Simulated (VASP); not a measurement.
These are TPSS meta-GGA, VASP's PBE PAW potentials (set 64) (plane waves; VASP) values and carry that method's errors.

VASP input:

### KPOINTS
```
Automatic mesh
0
Gamma
14 14 14
0 0 0
```

**POSCAR**
```
TiCo
1
    2.9458441073    -0.0000000000     0.0000000000
   -0.0000000000     2.9458441073    -0.0000000000
    0.0000000000     0.0000000000     2.9458441073
Ti Co
1 1
Direct
  0.0000000000   0.0000000000   0.0000000000
  0.5000000000   0.5000000000   0.5000000000
```

### KPOINTS_OPT
```
k-points along high-symmetry lines
10
Line-mode
Reciprocal
  0.000000   0.000000   0.000000 ! GAMMA
  0.000000   0.500000   0.000000 ! X

  0.000000   0.500000   0.000000 ! X
  0.500000   0.500000   0.000000 ! M

  0.500000   0.500000   0.000000 ! M
  0.000000   0.000000   0.000000 ! GAMMA

  0.000000   0.000000   0.000000 ! GAMMA
  0.500000   0.500000   0.500000 ! R

  0.500000   0.500000   0.500000 ! R
  0.000000   0.500000   0.000000 ! X

  0.500000   0.500000   0.500000 ! R
  0.500000   0.500000   0.000000 ! M
```

**INCAR**
```
! general
SYSTEM  = TiCo
PREC    = Accurate
ENCUT   = 520   ! plane-wave cut-off (eV)
LREAL   = .FALSE.   ! projection in real space or not
LASPH   = .TRUE.

! electronic loop
EDIFF   = 1E-7
NELM    = 100
ALGO    = Normal   ! blocked Davidson
LMAXMIX = 4
LMIXTAU = .TRUE.

! smearing
ISMEAR  = -5

! functional
METAGGA = TPSS

! ions
ISIF    = 2   ! forces and stress, cell fixed

! output
LWAVE   = .FALSE.
LCHARG  = .FALSE.
LORBIT  = 11   ! lm-projected
NEDOS   = 601   ! DOS grid
```

POTCAR, in this order: Ti_sv Co (PBE.64 set). Program: vasp_std.

The resulting files:

**OSZICAR**
```
       N       E                     dE             d eps       ncg     rms          rms(c)
DAV:   1     0.191710195476E+03    0.19171E+03   -0.14907E+04  3360   0.285E+03
DAV:   2    -0.710848317349E+01   -0.19882E+03   -0.19546E+03  3594   0.568E+02
DAV:   3    -0.297013149598E+02   -0.22593E+02   -0.22320E+02  6188   0.193E+02
DAV:   4    -0.310313243645E+02   -0.13300E+01   -0.13232E+01  4966   0.481E+01
DAV:   5    -0.311343814174E+02   -0.10306E+00   -0.10296E+00  5822   0.993E+00    0.105E+01
DAV:   6    -0.311158884195E+02    0.18493E-01   -0.66824E+01  3662   0.906E+01    0.115E+01
DAV:   7    -0.309765958900E+02    0.13929E+00   -0.83479E+00  4732   0.481E+01    0.954E+00
DAV:   8    -0.309296672424E+02    0.46929E-01   -0.20013E-01  4460   0.586E+00    0.884E+00
DAV:   9    -0.290578534091E+02    0.18718E+01   -0.96391E+00  3996   0.421E+01    0.278E+00
DAV:  10    -0.304738933232E+02   -0.14160E+01   -0.20411E+00  4538   0.153E+01    0.191E+00
DAV:  11    -0.304525078624E+02    0.21385E-01   -0.55992E-01  4260   0.907E+00    0.700E-01
DAV:  12    -0.304322362079E+02    0.20272E-01   -0.11100E-01  4402   0.212E+00    0.717E-01
DAV:  13    -0.304495031272E+02   -0.17267E-01   -0.63720E-02  4718   0.260E+00    0.404E-01
DAV:  14    -0.304508104698E+02   -0.13073E-02   -0.65719E-03  4218   0.109E+00    0.250E-01
DAV:  15    -0.304505290205E+02    0.28145E-03   -0.34327E-03  4136   0.665E-01    0.562E-02
DAV:  16    -0.304514709079E+02   -0.94189E-03   -0.71324E-04  4708   0.391E-01    0.933E-02
DAV:  17    -0.304513582347E+02    0.11267E-03   -0.79130E-04  4804   0.322E-01    0.240E-02
DAV:  18    -0.304513650858E+02   -0.68510E-05   -0.55066E-05  4158   0.758E-02    0.870E-03
DAV:  19    -0.304513657195E+02   -0.63377E-06   -0.36849E-06  3984   0.246E-02    0.572E-03
DAV:  20    -0.304513660941E+02   -0.37455E-06   -0.17380E-06  4610   0.109E-02    0.218E-03
DAV:  21    -0.304513661400E+02   -0.45879E-07   -0.19375E-07  2368   0.693E-03
   1 F= -.30451366E+02 E0= -.30451366E+02  d E =0.000000E+00
       N       E                     dE             ncg
```

File OUTCAR:
```
------------------------ aborting loop because EDIFF is reached ----------------------------------------
  FORCE on cell =-STRESS in cart. coord.  units (eV):
  Direction    XX          YY          ZZ          XY          YZ          ZX
  --------------------------------------------------------------------------------------
  Total       -0.0124897     -0.0124897     -0.0124897      0.0000000      0.0000000      0.0000000
  in kB       -0.7827672     -0.7827672     -0.7827672      0.0000000      0.0000000      0.0000000
  external PRESSURE =      -0.7827672 kB  Pullay stress =       0.0000000 kB
  volume of cell :       25.56
      direct lattice vectors                 reciprocal lattice vectors
     2.945844107  0.000000000  0.000000000     0.339461276  0.000000000  0.000000000
     0.000000000  2.945844107  0.000000000     0.000000000  0.339461276  0.000000000
     0.000000000  0.000000000  2.945844107     0.000000000  0.000000000  0.339461276
 POSITION                                       TOTAL-FORCE (eV/Angst)
 -----------------------------------------------------------------------------------
      0.00000      0.00000      0.00000         0.000000      0.000000      0.000000
      1.47292      1.47292      1.47292         0.000000      0.000000      0.000000
 -----------------------------------------------------------------------------------
    total drift:                                0.000000      0.000000     -0.000000
  FREE ENERGIE OF THE ION-ELECTRON SYSTEM (eV)
  ---------------------------------------------------
  free  energy   TOTEN  =       -30.4513661400 eV

  energy  without entropy=      -30.4513661400  energy(sigma->0) =      -30.45136614

 total charge

# of ion       s       p       d       tot
------------------------------------------
    1        2.242   6.189   1.879  10.310
    2        0.532   0.471   7.352   8.355
--------------------------------------------------
tot          2.774   6.660   9.232  18.666
```
(Selected blocks of OUTCAR.)

File OUTCAR:
```
 val. band max:       10.4550951221   @ k =   0.4286   0.2857   0.2143

 cond. band min:      10.4424632435   @ k =   0.2857   0.0000   0.0000


 Fermi energy:        10.4700652715

 k-point     1 :       0.0000    0.0000    0.0000
  band No.  band energies     occupation
      1     -47.6095      2.00000
      2     -23.2418      2.00000
      3     -23.2418      2.00000
      4     -23.2418      2.00000
      5       2.6134      2.00000
      6       6.4549      2.00000
      7       6.4549      2.00000
      8       8.8604      2.00000
      9       8.8604      2.00000
     10       8.8604      2.00000
     11      11.2722      0.00000
     12      11.2722      0.00000
     13      13.3142      0.00000
     14      13.3142      0.00000

 k-point     2 :       0.0714    0.0000    0.0000
  band No.  band energies     occupation
      1     -47.6076      2.00000
      2     -23.2586      2.00000
      3     -23.2403      2.00000
      4     -23.2403      2.00000
      5       2.7182      2.00000
      6       6.5031      2.00000
      7       6.5055      2.00000
      8       8.8527      2.00000
      9       8.8527      2.00000
     10       8.8795      2.00000
     11      11.2155      0.00000
     12      11.2942      0.00000
     13      13.1631      0.00000
     14      13.1631      0.00000

 k-point     3 :       0.1429    0.0000    0.0000
  band No.  band energies     occupation
      1     -47.6025      2.00000
      2     -23.3061      2.00000
      3     -23.2369      2.00000
      4     -23.2369      2.00000
      5       3.0266      2.00000
      6       6.6442      2.00000
      7       6.6452      2.00000
      8       8.8326      2.00000
      9       8.8326      2.00000
     10       8.9340      2.00000
     11      11.0489      0.00000
     12      11.3475      0.00000
     13      12.7801      0.00000
     14      12.7801      0.00000

 k-point     4 :       0.2143    0.0000    0.0000
  band No.  band energies     occupation
...
```

For a metal the tetrahedron method with Blöchl corrections gives inexact stress and forces.

The compound is TiCo in the CsCl type structure. It was relaxed first. The run is not spin-polarised, so no magnetic state was tried. The electron count is odd and the run is not spin-polarised, which forces a metal.
